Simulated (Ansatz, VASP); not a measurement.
# SiO2 (Stishovite) in two plane-wave programs, part 2 of 2

One calculation is typed for both programs; each brings its own data sets. How far apart do they land? The cell is taken from a series of runs on this material, whose earlier steps may have relaxed, scaled, displaced or heated it; both programs get it as it stands.

VASP 6.6.1 and Ansatz 0.2.0.

So far: The structure; VASP: zone-centre phonons, LDA, pair 1.

### 3. Ansatz: zone-centre phonons, LDA, pair 1

Level of this step: Ansatz beside VASP: Kohn-Sham DFT, plane waves, LDA (Ansatz).

Ansatz runs on its PAW soft_1 files.

The same cell, functional (in two slightly different forms) and mesh now go to Ansatz.

The input, input.yaml:

```yaml
crystal:
  lattice:
    - [4.1708243546, 0.0, 0.0]
    - [0.0, 4.1708243546, 0.0]
    - [0.0, 0.0, 2.6699407012]
  atoms:
    - { symbol: Si, position: [0.0, 0.0, 0.0] }
    - { symbol: Si, position: [0.5, 0.5, 0.5] }
    - { symbol: O, position: [0.3059389112, 0.3059389112, 0.0] }
    - { symbol: O, position: [0.1940610888, 0.8059389112, 0.5] }
    - { symbol: O, position: [0.6940610888, 0.6940610888, 0.0] }
    - { symbol: O, position: [0.8059389112, 0.1940610888, 0.5] }
kpoints:
  mp_grid: { grid: [4, 4, 4] }
hamiltonian:
  xc: lda
  pseudopotentials: { kind: paw, azcp: { folder: soft_1 }, xc_functional: pbe }
scf:
  occupations: { method: fixed }
output:
  eigenvalues: true
basis:
  ecutwfc: 260.0
phonons:
  method: dfpt
```

The run is started by

```
$ ansatz run input.yaml --threads 8 --pin off --max-ram 15360MiB --backend cpu --events-out ev --progress --plain --runs-dir out
```

Numbers of over 12 decimals in the logs are rounded to 6 here.

Output:

```text
Warning: basis.ecutwfc = 260 eV is below the records' recommended 420 eV, and the density's cutoff is lower with it unless basis.ecutrho_ratio is high enough to keep the records' density cutoff: compare with a run at a higher cutoff
zone centre: on kpoints.mp_grid the ground state, and the responses unless they are solved on pairs of k-points, stand on 30 of the mesh's 64 k-points, reduced under 2 symmetry operations, with k and −k counted as one. Each operation leaves every solved displacement unchanged or reverses it
Engine: ansatz 0.2.0, x86_64-unknown-linux-gnu
Pseudopotentials: kind: paw
Pseudopotential: Si, paw, valence charge 4, recommended cutoff 420 eV (normal), soft_1/Si.paw.azcp
Pseudopotential: O, paw, valence charge 6, recommended cutoff 420 eV (normal), soft_1/O.paw.azcp
Functional definition: SPW92
  exchange = slater_x
  correlation = pw_c
Crystal: 6 atoms, lattice volume = 46.446 Å³
Basis set: ecut = 260 eV, 463 PW (Γ), exchange–correlation on 48×48×32 points (8 copies of the dense FFT grid, shifted against one another)
Bands: 22, of which v1, the nominal top of the filled ones, is band 16 counted from 1 (15 counted from 0)
Symmetry: 16 space group operations
k-points: 30 of 64 (irreducible under 2 space group operations, time reversal used)
Non-local potential: Si, projectors of the file, l = 0: 2, l = 1: 2, l = 2: 1
Non-local potential: O, projectors of the file, l = 0: 2, l = 1: 2, l = 2: 1
PAW form: soft (Blöchl's): semilocal exchange-correlation on the pseudo side does not see the compensation charge
PAW frozen core: Si, regenerated for the run's functional, and the local potential with it (the file was generated under x = pbe(κ = 0.804, μ = 0.219515), c = pbe(β = 0.066725))
PAW frozen core: O, regenerated for the run's functional, and the local potential with it (the file was generated under x = pbe(κ = 0.804, μ = 0.219515), c = pbe(β = 0.066725))
PAW one-centre angular grid: Si, 110 points (default); XC on 64 Gauss nodes
PAW one-centre angular grid: O, 110 points (default); XC on 64 Gauss nodes
Initial density: superposition of atomic densities (chi_scale 0.1, normalization cell, long waves kept (reshape's long-wave potential 0.00 eV rms))
Initial wavefunctions: pseudopotential atomic-orbital guess
Functional: x = slater, c = lda
SCF iter   1: F=—  HF=-3442.326266 eV  |F-HF|=—  |Δ(HF+E_count)|=         —  Δρ=1.19e-1  dr2=5.20e0  ethr=3.10e-3  ⟨swp⟩=4.2  Hψ=2943  notcnv=0  defer=118
preconditioner: auto → none  [insulator: Δε(μ)=6.595 eV  Ē_g=19.458 eV  n_scr=10 (ndim 8)  ℏωp=30.8 eV  f_vac=0.000  ε∞_Penn≈3.5]
SCF iter   2: F=—  HF=-3440.882325 eV  |F-HF|=—  |Δ(HF+E_count)|=    1.44e0  Δρ=5.92e-2  dr2=4.75e-1  ethr=3.10e-3  ⟨swp⟩=2.9  Hψ=1521  notcnv=0  defer=83
SCF iter   3: F=—  HF=-3440.751115 eV  |F-HF|=—  |Δ(HF+E_count)|=   1.31e-1  Δρ=2.32e-2  dr2=8.85e-2  ethr=1.48e-3  ⟨swp⟩=2.0  Hψ=1016  notcnv=0  defer=120
SCF iter   4: F=—  HF=-3440.733225 eV  |F-HF|=—  |Δ(HF+E_count)|=   1.79e-2  Δρ=7.43e-3  dr2=9.23e-3  ethr=2.76e-4  ⟨swp⟩=2.0  Hψ=667  notcnv=0  defer=93
SCF iter   5: F=—  HF=-3440.731127 eV  |F-HF|=—  |Δ(HF+E_count)|=   2.10e-3  Δρ=1.15e-3  dr2=2.47e-4  ethr=2.88e-5  ⟨swp⟩=2.0  Hψ=667  notcnv=0  defer=120
SCF iter   6: F=—  HF=-3440.731096 eV  |F-HF|=—  |Δ(HF+E_count)|=   3.10e-5  Δρ=8.42e-5  dr2=1.40e-6  ethr=7.72e-7  ⟨swp⟩=2.3  Hψ=1014  notcnv=0  defer=55
SCF iter   7: F=—  HF=-3440.731095 eV  |F-HF|=—  |Δ(HF+E_count)|=   1.02e-6  Δρ=9.97e-6  dr2=2.40e-8  ethr=4.38e-9  ⟨swp⟩=2.6  Hψ=1121  notcnv=0  defer=53
SCF iter   8: F=—  HF=-3440.731095 eV  |F-HF|=—  |Δ(HF+E_count)|=   8.99e-9  Δρ=8.94e-7  dr2=2.08e-10  ethr=7.51e-11  ⟨swp⟩=2.4  Hψ=1043  notcnv=0  defer=53
SCF iter   9: F=-3440.731095 eV  HF=-3440.731095 eV  |F-HF|=9.09e-13  |Δ(HF+E_count)|=  4.18e-11  Δρ=6.79e-8  dr2=1.41e-12  ethr=1.00e-12  ⟨swp⟩=12.0  Hψ=4101  notcnv=0
SCF 1 converged in 9 iterations: F = -3440.731095 eV  dr2 = 1.41e-12
  greatest PAW one-centre occupation: 0.864 electrons in one spin orbital (limit 2), on the O atom at site 5 (counted from 0), in its partial waves of l = 0
DFPT response loops at Γ: preconditioner auto → none (the input reference at scf.mixing.eps_inf says where Resta's filter doesn't serve); β = 0.50; Broyden in place of MSR1
SCF converged after 9 iterations
Free energy (F): -3440.731095 eV
Harris-Foulkes:  -3440.731095 eV  (|F-HF|=9.09e-13)
Internal energy: -3440.731095 eV  (E = F + TS)
E sigma→0 (E₀):  -3440.731095 eV
Fermi energy:    10.164415 eV
--- Per-component energies (eV) ---
  E_band       = 55.821902
  E_kinetic    = 807.239235
  E_local      = -1195.487350  (includes V_loc(G=0)·N_el)
  E_nonlocal   = 237.941313
  E_hartree    = 430.323772
  E_xc         = -406.691594
  E_vxc        = -475.906957  (∫ρ·V_xc dr)
  E_paw        = -1573.407361  (= ΣΔE_a)
  E_vpaw       = -178.632182  (= ΣTr[D̂ρ^β])
  E_aug_tail   = 0.020288  (compensation charges beyond the density's cutoff)
  E_ewald      = -1741.225746
  E_core_change = 0.556347  (= ΣΔE_core)
  E_smearing   = -0.000000  (= −TS)
  E_closure    = -0.000000  (closes the sum)
  Σ components = -3440.731095   (vs F -3440.731095, Δ=0.00e0)
--- Band table (eV; the first three rows and the last of 30) ---
  k-point 0: bands = [... 12 lower, 7.7484, 9.4274, 9.4274, 10.1644, 15.7676, 16.7227, 18.5567, 18.5567, ... 2 higher]
  k-point 1: bands = [... 12 lower, 5.8100, 8.7961, 8.7961, 9.3662, 17.6454, 19.9865, 20.1835, 21.3553, ... 2 higher]
  k-point 2: bands = [... 12 lower, 7.1536, 7.1536, 7.6016, 7.6016, 19.2920, 19.2920, 22.7150, 22.7150, ... 2 higher]
  k-point 29: bands = [... 12 lower, 8.4607, 8.4607, 8.7662, 8.7662, 17.3472, 17.3472, 21.0635, 21.0635, ... 2 higher]
--- Phonons (Γ-DFPT): 4 representative perturbations + reference, on 30 of 64 k-points (Σ response iterations 12) ---
  k mesh reduced under 2 symmetry operations, with k and −k counted as one. Each operation leaves every solved displacement unchanged or reverses it
  ASR residual: 1.328e-5 → 0.000e0 eV/Å²; symmetrization residual: 6.294e-7 eV/Å²
  ASR residual per site (eV/Å²): 1.33e-5 1.33e-5 8.67e-6 8.67e-6 8.67e-6 8.67e-6
  Γ frequencies (cm⁻¹): 0.00 0.00 0.00 173.01 389.38 473.18 473.18 596.13 599.84 599.84 602.25 602.25 673.33 731.77 781.46 837.05 837.05 943.43
  non-analytic LO–TO correction: not included (Born effective charges unavailable; polar crystals: no LO–TO splitting at Γ)
```

In the SCF lines HF is the Harris–Foulkes energy and dr2 the Hartree energy of the density residual, in eV; the loop may stop once dr2 is under the threshold and the program's other checks hold. Hψ counts applications of the Hamiltonian.

### 4. Side by side

Known differences besides the potentials themselves: the two LDA forms differ slightly; fixed occupations in Ansatz, narrow Gaussian smearing in VASP; the cutoff is 260 eV in Ansatz and 600 eV in VASP; VASP's log shows a relativistic correction to its local exchange, Ansatz's none; Ansatz's log warns that its cutoff lies below the recommended one. Total energies have different zeros and are not compared.

Zone-centre modes by rising frequency (cm⁻¹; imaginary ones negative):

| program | modes |
| --- | --- |
| Ansatz | 0.0, 0.0, 0.0, 173.0, 389.4, 473.2, 473.2, 596.1, 599.8, 599.8, 602.2, 602.2, 673.3, 731.8, 781.5, 837.0, 837.0, 943.4 |
| VASP | -0.2, -0.2, -0.2, 222.8, 383.2, 463.4, 463.4, 574.8, 574.8, 581.9, 581.9, 585.7, 656.3, 746.2, 754.9, 816.5, 816.5, 937.9 |

The two lists differ in the order or number of single and degenerate modes, so they aren't paired one by one; the r.m.s. figure in the results sets the two lists side by side in order.

### 5. VASP: zone-centre phonons, LDA, pair 2

Second derivatives magnify differences that forces hide, and they need a tight electronic threshold.

The input, INCAR:

```
SYSTEM = SiO2
PREC = Accurate
ENCUT = 600
EDIFF = 1E-08
NELM = 120
ISMEAR = 0
SIGMA = 0.01
LREAL = .FALSE.
ALGO = Normal
GGA = CA
NBANDS = 22
LORBIT = 11
LWAVE = .FALSE.
LCHARG = .FALSE.
ISIF = 2
IBRION = 8
LEPSILON = .TRUE.
LASPH = .TRUE.
GGA_COMPAT = .FALSE.
EFERMI = MIDGAP
KPAR = 2
```

The input, POSCAR:

```
SiO2
1.0
    4.1708243546      0.0000000000      0.0000000000
    0.0000000000      4.1708243546      0.0000000000
    0.0000000000      0.0000000000      2.6699407012
Si O
2 4
Direct
    0.0000000000      0.0000000000      0.0000000000
    0.5000000000      0.5000000000      0.5000000000
    0.3059389112      0.3059389112      0.0000000000
    0.1940610888      0.8059389112      0.5000000000
    0.6940610888      0.6940610888      0.0000000000
    0.8059389112      0.1940610888      0.5000000000
```

The input, KPOINTS:

```
Automatic mesh
0
Gamma
4 4 4
0 0 0
```

PAW data sets: Si and O (LDA family, release 64).

The run is started by

```
$ mpirun -np 2 vasp_std
```

Output:

```text
[... set-up lines as in an earlier step ...]
 entering main loop
       N       E                     dE             d eps       ncg     rms          rms(c)
[... 14 cycles as in an earlier step ...]
   1 F= -.51970731E+02 E0= -.51970731E+02  d E =0.000000E+00
 Linear response reoptimize wavefunctions to high precision
[... 2 cycles as in an earlier step ...]
 Linear response G [H, r] |phi>, progress :
  Direction:   1
       N       E                     dE             d eps       ncg     rms
RMM:   1    -0.140846333908E+03   -0.14085E+03   -0.24092E+00  1795   0.988E+01
RMM:   2    -0.116336054121E+03    0.24510E+02   -0.95770E+00  1320   0.218E+01
RMM:   3    -0.116386872965E+03   -0.50819E-01   -0.10694E-01  1379   0.213E+00
RMM:   4    -0.116388542574E+03   -0.16696E-02   -0.12584E-03  1434   0.254E-01
[...]
RMM:   8    -0.116388605803E+03   -0.12282E-06   -0.85154E-05  1121   0.695E-03
RMM:   9    -0.116388605840E+03   -0.37136E-07   -0.94393E-05   909   0.690E-03
RMM:  10    -0.116388606032E+03   -0.19114E-06   -0.12427E-04   874   0.690E-03
[...]
Born effective charge ion    3 direction 1 :  -1.893  -0.554   0.000
 Linear response progress:
  Degree of freedom:   4/  4
       N       E                     dE             d eps       ncg     rms          rms(c)
[... 3 cycles as in an earlier step ...]
RMM:   4    -0.350640191431E+00   -0.22469E-02   -0.89407E-04  1598   0.182E-01    0.228E-02
RMM:   5    -0.350545964059E+00    0.94227E-04   -0.18606E-05  1809   0.374E-02    0.278E-03
RMM:   6    -0.350590667634E+00   -0.44704E-04   -0.16415E-06  1890   0.524E-03    0.106E-03
RMM:   7    -0.350583067319E+00    0.76003E-05   -0.65617E-07  1867   0.129E-03    0.152E-04
RMM:   8    -0.350583880751E+00   -0.81343E-06   -0.53973E-08  1903   0.323E-04    0.708E-05
RMM:   9    -0.350584019361E+00   -0.13861E-06    0.18076E-09  1912   0.210E-04    0.885E-06
RMM:  10    -0.350584226375E+00   -0.20701E-06   -0.19296E-08  1757   0.186E-04    0.550E-06
RMM:  11    -0.350584202787E+00    0.23588E-07   -0.12745E-08  1786   0.178E-04    0.963E-07
RMM:  12    -0.350584200354E+00    0.24326E-08   -0.97298E-09  1350   0.175E-04    0.257E-07
 first order change of Fermi-energy   0.24117E-03
 force on displaced ion       3 direction 3 :  -0.001  -0.001 -20.111
 Born effective charge ion    3 direction 3 :   0.000   0.000  -2.078
 Born effective charges drift removed
 Linear response finished
```

OUTCAR, selected parts (step 5):

```text
 POSITION                                       TOTAL-FORCE (eV/Angst)
 -----------------------------------------------------------------------------------
      0.00000      0.00000      0.00000         0.000000      0.000000      0.000000
      2.08541      2.08541      1.33497         0.000000      0.000000      0.000000
      1.27602      1.27602      0.00000        -0.022106     -0.022106     -0.000000
[...]
2     0.55406    -1.89296     0.00000
    3     0.00000     0.00000    -2.03202

 MACROSCOPIC STATIC DIELECTRIC TENSOR IONIC CONTRIBUTION
 ------------------------------------------------------
           7.745560    -0.000000     0.000000
          -0.000000     7.745560     0.000000
           0.000000     0.000000     5.430589
 ------------------------------------------------------

[... 3 parts as in an earlier step ...]
```

### 6. Ansatz: zone-centre phonons, LDA, pair 2

The same cell, functional (in two slightly different forms) and mesh now go to Ansatz.

The cell is taken from a series of runs on this material, whose earlier steps may have relaxed, scaled, displaced or heated it; both programs get it as it stands.

input.yaml: that of step 3 with these lines changed.

```diff
@@ -25 +25,9 @@
   method: dfpt
+  qmesh: [2, 2, 2]
+  temperatures: { t_max: 1000, t_step: 50 }
+  qpath:
+    path:
+      - [[0.0, 0.0, 0.0], [0.0, 0.5, 0.0], [0.5, 0.5, 0.0], [0.0, 0.0, 0.0], [0.0, 0.0, 0.5], [0.0, 0.5, 0.5], [0.5, 0.5, 0.5], [0.0, 0.0, 0.5]]
+      - [[0.0, 0.5, 0.0], [0.0, 0.5, 0.5]]
+      - [[0.5, 0.5, 0.0], [0.5, 0.5, 0.5]]
+    npoints: 10
```

The run is started by

```
$ ansatz run input.yaml --threads 8 --pin off --max-ram 15360MiB --backend cpu --events-out ev --progress --plain --runs-dir out
```

Output:

```text
[...]
largest difference from the sums on the solved wave vectors: F 3.47e-2 eV, S 6.82e-5 and C_V 3.12e-5 eV/K
  zero-point energy: 0.659275 eV/cell   skipped modes (ω ≤ 0): 3   left out of the sums: 2.71e-5 of the cell's modes: C_V's classical limit lies that fraction below 3 k_B per atom; for a crystal, a wire or a layer, F and S can be off by more, and a phonons.interpolated_qmesh denser along its periods is the remedy for the sampling
[key lines of the parts left out:]
SCF converged after 9 iterations
Free energy (F): -3440.731095 eV
Fermi energy:    10.164415 eV
```

### 7. Differences

What differs besides the data sets and the points named for the pairs above, as far as they apply: VASP's run holds the zone centre alone; VASP's log repeats an internal error in its field response. Total energies have different zeros and are not compared.

Compared:

| quantity | Ansatz | VASP | difference |
| --- | --- | --- | --- |
| ε∞ xx | 3.39 | 3.37 | +0.36 % |
| ε∞ yy | 3.39 | 3.37 | +0.36 % |
| ε∞ zz | 3.56 | 3.64 | -2.10 % |
| Born charge of Si1 (mean of the diagonal) (e) | 3.89 | 3.88 | +0.02 |
| Born charge of O3 (mean of the diagonal) (e) | -1.95 | -1.94 | -0.01 |

Zone-centre modes by rising frequency (cm⁻¹; imaginary ones negative):

| program | modes |
| --- | --- |
| Ansatz | 0.0, 0.0, 0.0, 173.0, 389.4, 473.2, 473.2, 596.1, 599.8, 599.8, 602.2, 602.2, 673.3, 731.8, 781.5, 837.0, 837.0, 943.4 |
| VASP | -0.2, -0.2, -0.2, 222.8, 383.2, 463.4, 463.4, 574.8, 574.8, 581.9, 581.9, 585.7, 656.3, 746.2, 754.9, 816.5, 816.5, 937.9 |

The two lists differ in the order or number of single and degenerate modes, so they aren't paired one by one; the r.m.s. figure in the results sets the two lists side by side in order.

### 8. Results

```yaml
r_m_s_difference_of_the_optical_zone_centre_modes_each_program_s_sorted_by_frequency_zone_centre_phonons_lda_pair_1: 21 cm⁻¹
r_m_s_difference_of_the_optical_zone_centre_modes_each_program_s_sorted_by_frequency_zone_centre_phonons_lda_pair_2: 21 cm⁻¹
difference_in_eps_infinity_zz_zone_centre_phonons_lda_pair_2: -2.1 %
```

**Reading.** The r.m.s. difference of the optical zone-centre modes, each program's sorted by frequency is 21 cm⁻¹ (zone-centre phonons, LDA, pair 1). Ansatz's own log doubts the convergence of its zone-centre phonons, LDA, pair 1 run, which may account for the difference. Among the rows given in per cent, the largest difference of the zone-centre phonons, LDA, pair 2 pair is in ε∞ zz, -2.1 %. Ansatz's own log doubts the convergence of its zone-centre phonons, LDA, pair 2 run, which may account for the difference. Such differences can come from data sets, numerical settings and the points named under the comparisons, not from the functional's error against experiment.

[Lines on the potential files, build, host, timing and source positions are cut from VASP's logs without a mark.]

[Logs are printed without paths, hosts, clocks, repeated set-up lines and the standing remarks that a program may print on its own settings, such as how far it seeks lower states.]

[Hosts, paths, dates, database ids (printed as entryN), source tags and the programs' standing remarks are cut or masked in the printed files.]
